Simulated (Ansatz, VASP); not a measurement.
## Cross-check of Ba4Sr3Li4Zr2Si34O81 between VASP and Ansatz

One calculation is typed for both programs; each brings its own data sets. How far apart do they land? Of the first pair: The structure shown is frame 34 of Ansatz's trajectory.

Program: Ansatz 0.2.0. Level of theory: plane waves, with VASP 6.6.1 beside it; single point at PBE. Results are calculated unless marked as measured.

## Step 1: The structure

The cell holds 128 atoms: 34 Si, 4 Ba, 3 Sr, 4 Li, 2 Zr and 81 O. Cell: a = 12.220 Å, b = 12.220 Å, c = 12.220 Å, α = 90.0°, β = 90.0°, γ = 90.0°. As first built, before any earlier steps moved the atoms (in the runner's words): 128 atoms (34 Si, 4 Ba, 3 Sr, 4 Li, 2 Zr, 81 O) placed at random at 2.87 g/cm^3, melted at 4000 K for 10 ps at fixed volume with the Morse and Coulomb pair potential with partial charges (Pedone, Malavasi, Menziani, Cormack and Segre, J. Phys. Chem. B 110, 11780 (2006)). Quenched from 4000 K to 300 K at 10 K/ps and fixed volume, held 10 ps at zero pressure, then minimised at fixed cell.

## Step 2: Ansatz: dynamics, PBE

Ansatz runs on its default PAW (the set named soft_2) files.

One frame of this run of dynamics is then solved in both programs, so the motion causes no difference.

File input.yaml:

```yaml
crystal:
  lattice:
    - [12.22012, 0.0, 0.0]
    - [0.0, 12.22012, 0.0]
    - [0.0, 0.0, 12.22012]
  atoms:
    - { symbol: Si, position: [0.75957, 0.85166, 0.24814] }
    - { symbol: Si, position: [0.55458, 0.36832, 0.06834] }
    - { symbol: Si, position: [0.0225, 0.2508, 0.55869] }
    - { symbol: Si, position: [0.73406, 0.96574, 0.48593] }
    - { symbol: Si, position: [0.86652, 0.61776, 0.2066] }
    - { symbol: Si, position: [0.06357, 0.17597, 0.90696] }
    - { symbol: Si, position: [0.42983, 0.6858, 0.45559] }
    - { symbol: Si, position: [0.64301, 0.50055, 0.25903] }
    - { symbol: Si, position: [0.15064, 0.37092, 0.74776] }
    - { symbol: Si, position: [0.64458, 0.99173, 0.91434] }
    - { symbol: Si, position: [0.72147, 0.41475, 0.88683] }
    - { symbol: Si, position: [0.93238, 0.35558, 0.01349] }
    - { symbol: Si, position: [0.11545, 0.5147, 0.9404] }
    - { symbol: Si, position: [0.02408, 0.72823, 0.56832] }
    - { symbol: Si, position: [0.27253, 0.64229, 0.26276] }
    - { symbol: Si, position: [0.56197, 0.24097, 0.54255] }
    - { symbol: Si, position: [0.10104, 0.1476, 0.34261] }
    - { symbol: Si, position: [0.05749, 0.5528, 0.37441] }
    - { symbol: Si, position: [0.96436, 0.71434, 0.98966] }
    - { symbol: Si, position: [0.88995, 0.2316, 0.21878] }
    - { symbol: Si, position: [0.03966, 0.02936, 0.69844] }
    - { symbol: Si, position: [0.47254, 0.02505, 0.45163] }
    - { symbol: Si, position: [0.08032, 0.89419, 0.3922] }
    - { symbol: Si, position: [0.60238, 0.21664, 0.79121] }
    - { symbol: Si, position: [0.79718, 0.21908, 0.45232] }
    - { symbol: Si, position: [0.30763, 0.22337, 0.20344] }
    - { symbol: Si, position: [0.63193, 0.59504, 0.72678] }
    - { symbol: Si, position: [0.84454, 0.0222, 0.07495] }
    - { symbol: Si, position: [0.28899, 0.12058, 0.98482] }
    - { symbol: Si, position: [0.31084, 0.4495, 0.0936] }
[... 92 atom lines left out ...]
    - { symbol: O, position: [0.20094, 0.86798, 0.43433] }
    - { symbol: O, position: [0.88428, 0.64282, 0.07847] }
    - { symbol: O, position: [0.51733, 0.62434, 0.77822] }
    - { symbol: O, position: [0.12751, 0.48407, 0.80966] }
    - { symbol: O, position: [0.51067, 0.36294, 0.53989] }
    - { symbol: O, position: [0.06181, 0.83591, 0.27765] }
kpoints:
  mp_grid: { grid: [1, 1, 1] }
hamiltonian:
  xc: pbe
scf:
  occupations: { method: fixed }
output:
  forces: true
md:
  timestep: 1.0
  n_steps: 103
  ensemble: nvt_langevin
  temperature: 300
  initial_velocities: maxwell_boltzmann
  seed: 3190
```

Started as:

```sh
ansatz run input.yaml --threads 4 --pin off --max-ram 8192MiB --backend cpu --events-out ev --progress --plain --runs-dir out
```

Numbers of over 12 decimals in the logs are rounded to 6 here.

Log:

```text
Warning: md: disabling space-group detection — thermal motion breaks the input geometry's symmetry, so no spatial operation reduces the k-mesh or symmetrises the density; time reversal is kept, so that k and −k are solved as one point where they differ and the mesh holds both, and exact exchange and, on two spinor components, a DFT+U term hold to it where the run has them: on two components no moment then forms, and  [...]
Engine: ansatz 0.2.0, aarch64-unknown-linux-gnu
Pseudopotentials: kind: paw
Pseudopotential: Si, paw, valence charge 4, recommended cutoff 420 eV (normal), Si.paw.azcp
Pseudopotential: Ba, paw, valence charge 10, recommended cutoff 420 eV (normal), Ba.paw.azcp
Pseudopotential: Sr, paw, valence charge 10, recommended cutoff 420 eV (normal), Sr.paw.azcp
Pseudopotential: Li, paw, valence charge 3, recommended cutoff 420 eV (normal), Li.paw.azcp
Pseudopotential: Zr, paw, valence charge 12, recommended cutoff 420 eV (normal), Zr.paw.azcp
Pseudopotential: O, paw, valence charge 6, recommended cutoff 420 eV (normal), O.paw.azcp
Functional definition: PBE
  parameter kappa = 0.804
  parameter beta = 0.066725
  exchange = pbe_x(kappa = kappa, mu = beta*pi^2/3)
  correlation = pbe_c(beta = beta)
Crystal: 128 atoms, lattice volume = 1824.847 Å³
Basis set: ecut = 420 eV, 35585 PW (Γ), exchange–correlation on 180×180×180 points (8 copies of the dense FFT grid, shifted against one another)
Bands: 492, of which v1, the nominal top of the filled ones, is band 364 counted from 1 (363 counted from 0)
Symmetry: 1 space group operations
k-points: 1
Non-local potential: Si, projectors of the file, l = 0: 2, l = 1: 2, l = 2: 2
Non-local potential: Ba, projectors of the file, l = 0: 3, l = 1: 2, l = 2: 2, l = 3: 2
Non-local potential: Sr, projectors of the file, l = 0: 3, l = 1: 2, l = 2: 2
Non-local potential: Li, projectors of the file, l = 0: 3, l = 1: 2, l = 2: 1
Non-local potential: Zr, projectors of the file, l = 0: 3, l = 1: 2, l = 2: 2, l = 3: 2
Non-local potential: O, projectors of the file, l = 0: 2, l = 1: 2, l = 2: 1
PAW form: soft (Blöchl's): semilocal exchange-correlation on the pseudo side does not see the compensation charge
PAW one-centre angular grid: Si, 110 points (default); XC on 64 Gauss nodes
PAW one-centre angular grid: Ba, 194 points (default); XC on 64 Gauss nodes
PAW one-centre angular grid: Sr, 110 points (default); XC on 64 Gauss nodes
PAW one-centre angular grid: Li, 110 points (default); XC on 64 Gauss nodes
PAW one-centre angular grid: Zr, 590 points (default); XC on 64 Gauss nodes
PAW one-centre angular grid: O, 110 points (default); XC on 64 Gauss nodes
Initial density: superposition of atomic densities (neutral atoms: chi_scale 0, normalization atom), corrected by the library's trained network
Initial wavefunctions: pseudopotential atomic-orbital guess
Functional: x = pbe(κ = 0.804, μ = 0.219515), c = pbe(β = 0.066725)
SCF iter   1: F=—  HF=-111343.360651 eV  |F-HF|=—  |Δ(HF+E_count)|=         —  Δρ=1.99e-3  dr2=9.06e-2  ethr=1.77e-3  ⟨swp⟩=6.0  Hψ=1735  notcnv=0  defer=123
preconditioner: auto → Resta (q_TF=auto, 2.341 Å⁻¹)  ε∞=3.2  [insulator: Δε(μ)=3.028 eV  Ē_g=15.558 eV  n_scr=388 (ndim 8)  ℏωp=22.8 eV  f_vac=0.145  ε∞_Penn≈3.2]
SCF iter   2: F=—  HF=-111343.365352 eV  |F-HF|=—  |Δ(HF+E_count)|=   4.70e-3  Δρ=1.05e-3  dr2=2.11e-2  ethr=1.24e-5  ⟨swp⟩=3.0  Hψ=868  notcnv=0  defer=126
SCF iter   3: F=—  HF=-111343.370288 eV  |F-HF|=—  |Δ(HF+E_count)|=   4.94e-3  Δρ=4.97e-4  dr2=6.27e-3  ethr=2.90e-6  ⟨swp⟩=3.0  Hψ=656  notcnv=0  defer=112
automatic band count: iteration 3 solves 478 bands in place of 492: the levels show a gap, and the empty bands left out lie too high to hold charge; the band table lists the bands solved (type scf.n_extra_bands for more)
SCF iter   4: F=—  HF=-111343.370710 eV  |F-HF|=—  |Δ(HF+E_count)|=   4.22e-4  Δρ=1.45e-4  dr2=4.92e-4  ethr=8.62e-7  ⟨swp⟩=3.0  Hψ=656  notcnv=0  defer=112
SCF iter   5: F=—  HF=-111343.370814 eV  |F-HF|=—  |Δ(HF+E_count)|=   1.04e-4  Δρ=8.55e-5  dr2=1.21e-4  ethr=6.76e-8  ⟨swp⟩=2.0  Hψ=712  notcnv=0  defer=112
SCF iter   6: F=—  HF=-111343.370855 eV  |F-HF|=—  |Δ(HF+E_count)|=   4.16e-5  Δρ=2.66e-5  dr2=1.26e-5  ethr=1.66e-8  ⟨swp⟩=2.0  Hψ=712  notcnv=0  defer=111
SCF iter   7: F=—  HF=-111343.375039 eV  |F-HF|=—  |Δ(HF+E_count)|=   4.18e-3  Δρ=1.03e-5  dr2=1.88e-6  ethr=1.73e-9  ⟨swp⟩=2.0  Hψ=839  notcnv=0  defer=111
SCF iter   8: F=—  HF=-111343.375040 eV  |F-HF|=—  |Δ(HF+E_count)|=   1.35e-6  Δρ=6.73e-6  dr2=7.33e-7  ethr=2.58e-10  ⟨swp⟩=3.0  Hψ=663  notcnv=0  defer=111
[...]
SCF iter   3: F=—  HF=-111344.658645 eV  |F-HF|=—  |Δ(HF+E_count)|=   1.68e-3  Δρ=3.03e-4  dr2=1.43e-3  ethr=8.96e-7  ⟨swp⟩=2.0  Hψ=657  notcnv=0  defer=107
SCF iter   4: F=—  HF=-111344.658318 eV  |F-HF|=—  |Δ(HF+E_count)|=   3.27e-4  Δρ=7.14e-5  dr2=1.24e-4  ethr=1.96e-7  ⟨swp⟩=2.0  Hψ=664  notcnv=0  defer=106
SCF iter   5: F=—  HF=-111344.658323 eV  |F-HF|=—  |Δ(HF+E_count)|=   4.78e-6  Δρ=5.02e-5  dr2=4.17e-5  ethr=1.71e-8  ⟨swp⟩=2.0  Hψ=715  notcnv=0  defer=106
SCF iter   6: F=—  HF=-111344.662597 eV  |F-HF|=—  |Δ(HF+E_count)|=   4.27e-3  Δρ=1.22e-5  dr2=2.67e-6  ethr=5.73e-9  ⟨swp⟩=2.0  Hψ=733  notcnv=0  defer=106
SCF iter   7: F=—  HF=-111344.662598 eV  |F-HF|=—  |Δ(HF+E_count)|=   1.16e-6  Δρ=6.06e-6  dr2=5.82e-7  ethr=3.67e-10  ⟨swp⟩=2.0  Hψ=659  notcnv=0  defer=106
SCF iter   8: F=-111344.662598 eV  HF=-111344.662598 eV  |F-HF|=1.47e-8  |Δ(HF+E_count)|=   4.42e-8  Δρ=2.18e-6  dr2=8.15e-8  ethr=1.37e-11  ⟨swp⟩=3.0  Hψ=1545  notcnv=0
SCF 104 converged in 8 iterations: F = -111344.662598 eV  dr2 = 8.15e-8
md step   103: t =   103.00 fs  T =   309.7 K  F+E_penalty+E_count = -111344.66259831 eV  E_kin = 5.124751 eV  (8 SCF iters)
SCF converged after 8 iterations
Free energy (F): -111344.662598 eV
Harris-Foulkes:  -111344.662598 eV  (|F-HF|=1.47e-8)
Internal energy: -111344.662598 eV  (E = F + TS)
E sigma→0 (E₀):  -111344.662598 eV
Fermi energy:    4.432244 eV
--- Per-component energies (eV) ---
  E_band       = -3634.004702
  E_kinetic    = 18050.908602
  E_local      = -48443.148895  (includes V_loc(G=0)·N_el)
  E_nonlocal   = 5539.305650
  E_hartree    = 17744.360934
  E_xc         = -9469.286011
  E_vxc        = -10759.005380  (∫ρ·V_xc dr)
  E_paw        = -65266.678138  (= ΣΔE_a)
  E_vpaw       = -3510.996343  (= ΣTr[D̂ρ^β])
  E_aug_tail   = 0.204122  (compensation charges beyond the density's cutoff)
  E_ewald      = -29500.328862
  E_smearing   = -0.000000  (= −TS)
  E_closure    = 0.000000  (closes the sum)
  Σ components = -111344.662598   (vs F -111344.662598, Δ=0.00e0)
--- Forces (eV/Å), atoms counted from 1 ---
  atom   1  Si     2.43296762    -0.61012010     0.59377454
  atom   2  Si    -0.19685529     0.13374751     0.41205694
  atom   3  Si    -1.05146006    -0.07792855    -0.87426409
  atom   4  Si    -1.38266075     0.91479569    -1.27027078
  atom   5  Si     0.46587608    -0.43696128    -0.41549931
  atom   6  Si     0.71254255    -0.54885934    -0.33085276
  atom   7  Si     0.02700660    -0.14238271    -0.47649915
  atom   8  Si     0.82339779    -2.03789194     1.36245977
  atom   9  Si    -0.32431538     1.07827736     0.35239270
  atom  10  Si     0.68578365     0.42413030    -1.29030801
  atom  11  Si    -1.14026145     0.34660412    -0.73382499
  atom  12  Si     1.00978829     0.06914337     2.24156584
  atom  13  Si     1.46439678     1.81567955    -2.02552436
  atom  14  Si    -0.84962046     0.50591335     0.34271765
  atom  15  Si     0.42771417    -3.13119847     0.56791057
  atom  16  Si    -1.27165325     0.39676521    -1.17469359
  atom  17  Si     0.53271441    -0.93916888    -0.78177324
  atom  18  Si     0.83963859     0.03508970    -0.41434023
  atom  19  Si     0.08689117     0.05467908     2.42019476
  atom  20  Si     0.52147884     0.90865778     0.66613649
  atom  21  Si    -0.37796243     2.71067867     0.95069221
  atom  22  Si    -0.23502086    -2.00570485    -0.06198132
  atom  23  Si     0.19007659     1.38708979    -1.57247879
  atom  24  Si    -0.48806112    -0.13642084    -0.02138805
[...]
atom 121  O      0.91857331     1.08062500     0.66351176
  atom 122  O     -1.01924631    -0.07854704    -0.41105232
  atom 123  O     -0.68939006     0.42367132     0.01013850
  atom 124  O      0.08091715     0.46984504    -0.15011735
  atom 125  O      1.10503866    -0.22605613    -0.48541867
  atom 126  O      0.39901909    -1.06069067     1.35073329
  atom 127  O      0.40400377     0.49089306    -0.01750507
  atom 128  O      0.16817712    -0.11330865    -1.13195968
  max |Σ_I F_I| component: 5.33e-5 eV/Å
--- MD trajectory: 103 steps, t = 0.0 → 103.0 fs ---
  final state: T = 309.7 K   F+E_penalty+E_count = -111344.66259831 eV   E_kin = 5.124751 eV
```

In the SCF lines HF is the Harris–Foulkes energy and dr2 the Hartree energy of the density residual, in eV; the loop may stop once dr2 is under the threshold and the program's other checks hold. Hψ counts applications of the Hamiltonian.

## Step 3: VASP: single point, PBE, pair 1

The same cell, functional and mesh now go to VASP, with its own data sets.

Lines of VASP's logs that name or quote its potential files are left out, and so is its time.

File INCAR:

```
SYSTEM = Ba4Sr3Li4Zr2Si34O81
PREC = Accurate
ENCUT = 650
EDIFF = 1E-06
NELM = 120
ISMEAR = 0
SIGMA = 0.01
LREAL = Auto
ALGO = Normal
GGA = PE
NBANDS = 464
LASPH = .TRUE.
LORBIT = 11
LWAVE = .FALSE.
LCHARG = .FALSE.
ISIF = 2
GGA_COMPAT = .FALSE.
EFERMI = MIDGAP
NCORE = 4
```

File POSCAR:

```
Ba4Sr3Li4Zr2Si34O81
1.0
   12.2201200000      0.0000000000      0.0000000000
    0.0000000000     12.2201200000      0.0000000000
    0.0000000000      0.0000000000     12.2201200000
Si Ba Sr Li Zr O
34 4 3 4 2 81
Direct
    0.7478404467      0.8501635008      0.2446457154
    0.5559601706      0.3635234351      0.0712104300
    0.0178394320      0.2483690831      0.5649617189
    0.7296818689      0.9661034425      0.4868200967
    0.8585758569      0.6215487246      0.2099488385
    0.0544348173      0.1665859255      0.9104084084
    0.4389891425      0.6880047004      0.4620658390
    0.6312049309      0.5102814048      0.2496292999
    0.1549084624      0.3574596649      0.7496734893
    0.6410002520      0.9808168823      0.9221022379
    0.7079635879      0.4092676668      0.8880518358
    0.9241071282      0.3518787050      0.0162928024
    0.1135586230      0.5015580862      0.9378549474
    0.0318327480      0.7336589166      0.5625722170
    0.2686062003      0.6377351450      0.2627388274
    0.5654527124      0.2355705181      0.5442827075
    0.0957273742      0.1499166948      0.3438427773
    0.0561369283      0.5475641810      0.3776804156
    0.9676009728      0.7044939002      0.9991636743
    0.8865788552      0.2303087040      0.2181238809
    0.0406624485      0.0241650655      0.6981846332
    0.4715501975      0.0271355764      0.4349875451
    0.0846636531      0.8949093790      0.3903725986
    0.5911071250      0.2123628901      0.7945421158
    0.7983309493      0.2215690190      0.4525078313
    0.3109380268      0.2273381931      0.1998998373
    0.6267450729      0.5998468100      0.7347472856
    0.8516773976      0.0213500358      0.0702038933
    0.2829841278      0.1262262564      0.9761115275
    0.3125746719      0.4495455036      0.0886652504
[... 92 atom lines left out ...]
    0.2069210450      0.8754496683      0.4379662393
    0.8801059237      0.6270724019      0.0760548996
    0.5156905170      0.6398218675      0.7911297107
    0.1277647028      0.4765992478      0.8025289441
    0.5032765636      0.3605201913      0.5394464211
    0.0527163399      0.8348199527      0.2739989460
```

File KPOINTS:

```
Automatic mesh
0
Gamma
1 1 1
0 0 0
```

The projector-augmented-wave data sets are Si, Ba_sv, Sr_sv, Li_sv, Zr_sv and O (PBE family, release 64).

Started as:

```sh
mpirun -np 16 vasp_gam
```

Log:

```text
[banner, memory and clock lines left out]
running   16 mpi-ranks, on    1 nodes
[...]
LDA part: xc-table for (Slater+PW92), standard interpolation
 POSCAR, INCAR and KPOINTS ok, starting setup
[...]
entering main loop
       N       E                     dE             d eps       ncg     rms          rms(c)
DAV:   1     0.797398087408E+04    0.79740E+04   -0.47830E+05   928   0.186E+03
DAV:   2    -0.335534489058E+03   -0.83095E+04   -0.79872E+04  1144   0.422E+02
DAV:   3    -0.107934156194E+04   -0.74381E+03   -0.73847E+03  1096   0.133E+02
DAV:   4    -0.110946938883E+04   -0.30128E+02   -0.30020E+02  1360   0.239E+01
[...]
DAV:  17    -0.971276718229E+03   -0.72087E-05   -0.19138E-04  1168   0.268E-02    0.191E-02
DAV:  18    -0.971276717848E+03    0.38196E-06   -0.18995E-05  1176   0.914E-03    0.985E-03
DAV:  19    -0.971276718617E+03   -0.76992E-06   -0.46865E-06   984   0.579E-03
   1 F= -.97127672E+03 E0= -.97127672E+03  d E =0.000000E+00
```

Parts of OUTCAR (step 3):

```text
  Total      -36.0647360    -27.2438800    -45.6078967     -1.3476544      5.7982807     -7.2763059
  in kB      -31.6640839    -23.9195568    -40.0427794     -1.1832124      5.0907692     -6.3884444
  external PRESSURE =     -31.8754734 kB  Pullay stress =       0.0000000 kB

 POSITION                                       TOTAL-FORCE (eV/Angst)
 -----------------------------------------------------------------------------------
      9.13870     10.38910      2.98960         2.644812      0.190605      0.554146
      6.79390      4.44230      0.87020        -0.787151      2.987757     -0.106350
      0.21800      3.03510      6.90390         1.206372     -0.475951     -0.645127
      8.91680     11.80590      5.94900        -0.287180      0.617956     -1.372517
[...]
7.28160      1.05380     10.23750        -0.426792      0.114556      0.992405
      8.66680      8.51700      8.51310         0.149652      1.444243      1.046181
      0.17860      7.59140      5.92710        -0.023137      0.412210     -0.099750
      9.38140      6.38980      2.92510        -0.017874      1.229460     -0.598101
      8.24890      3.26280      5.73030        -0.756612     -0.590602      0.789971
      5.28020      6.67440      6.01850         1.090426      0.987602     -0.562208
      3.90920     12.19422     11.47030        -0.509306      1.092731      0.140938
      0.43710      9.76710      0.83590         0.080697     -0.911427      0.707257
      9.81180      1.03880      5.78180        -0.931665      0.317144     -0.049771
[...]
-----------------------------------------------------------------------------------
    total drift:                                0.001400      0.001644     -0.004768

  FREE ENERGIE OF THE ION-ELECTRON SYSTEM (eV)
  ---------------------------------------------------
  free  energy   TOTEN  =      -971.2767186174 eV

  energy  without entropy=     -971.2767186174  energy(sigma->0) =     -971.27671862

[... 3 further parts left out ...]
[key lines of the parts left out:]
E-fermi :   3.7968
```

The run ends at a pressure of -3.19 GPa, with forces up to 3.8 eV/Å.

## Step 4: Differences

Known differences besides the potentials themselves: fixed occupations in Ansatz, narrow Gaussian smearing in VASP; the cutoff is 420 eV in Ansatz and 650 eV in VASP (PREC = Accurate, projectors in real space). Total energies have different zeros and are not compared.

Forces on 10 of the 128 atoms, those with the largest forces and the largest differences (eV/Å; atoms numbered as in POSCAR):

```csv
atom,"Ansatz x, y, z","VASP x, y, z"
Si1,"2.553, 0.187, 0.511","2.645, 0.191, 0.554"
Si2,"-0.770, 2.889, -0.112","-0.787, 2.988, -0.106"
Si22,"0.466, 0.981, 2.930","0.472, 1.003, 2.978"
Si27,"1.595, -1.861, -1.554","1.643, -1.906, -1.582"
Si28,"-3.154, -0.344, 1.206","-3.228, -0.337, 1.250"
Si33,"-0.056, 2.102, 3.059","-0.052, 2.179, 3.136"
Si34,"0.932, 2.523, -1.722","0.994, 2.569, -1.761"
Ba37,"-0.216, -0.053, -0.241","-0.071, -0.068, -0.197"
O63,"-0.105, -1.520, 0.455","-0.222, -1.566, 0.443"
O109,"0.192, -1.260, -0.114","0.188, -1.357, -0.168"
```

The forces differ by 30 meV/Å r.m.s., which is 3.4 % of the r.m.s. force of 0.907 eV/Å (both taken over all components).

## Step 5: Ansatz: dynamics, PBE

One frame of this run of dynamics is then solved in both programs, so the motion causes no difference.

The structure compared here is frame 69 of Ansatz's trajectory.

input.yaml is that of step 2.

Started as:

```sh
ansatz run input.yaml --threads 4 --pin off --max-ram 8192MiB --backend cpu --events-out ev --progress --plain --runs-dir out
```

Log:

```text
[...]
Crystal: 128 atoms, lattice volume = 1824.847 Å³
Basis set: ecut = 420 eV, 35585 PW (Γ), exchange–correlation on 180×180×180 points (8 copies of the dense FFT grid, shifted against one another)
Bands: 492, of which v1, the nominal top of the filled ones, is band 364 counted from 1 (363 counted from 0)
Symmetry: 1 space group operations
k-points: 1
[...]
atom   7  Si     0.02700660    -0.14238271    -0.47649915
  atom   8  Si     0.82339779    -2.03789194     1.36245977
[...]
atom 125  O      1.10503866    -0.22605613    -0.48541867
  atom 126  O      0.39901909    -1.06069067     1.35073329
  atom 127  O      0.40400377     0.49089306    -0.01750507
  atom 128  O      0.16817712    -0.11330865    -1.13195968
  max |Σ_I F_I| component: 5.33e-5 eV/Å
--- MD trajectory: 103 steps, t = 0.0 → 103.0 fs ---
[...]
[key lines of the parts left out:]
SCF converged after 8 iterations
Free energy (F): -111344.662598 eV
Fermi energy:    4.432244 eV
```

(Part 1 of 2 ends here.)

[Lines on the potential files, build, host, timing and source positions are cut from VASP's logs without a mark.]

[Logs are printed without paths, hosts, clocks, repeated set-up lines and the standing remarks that a program may print on its own settings, such as how far it seeks lower states.]

[Hosts, paths, dates, database ids (printed as entryN), source tags and the programs' standing remarks are cut or masked in the printed files.]
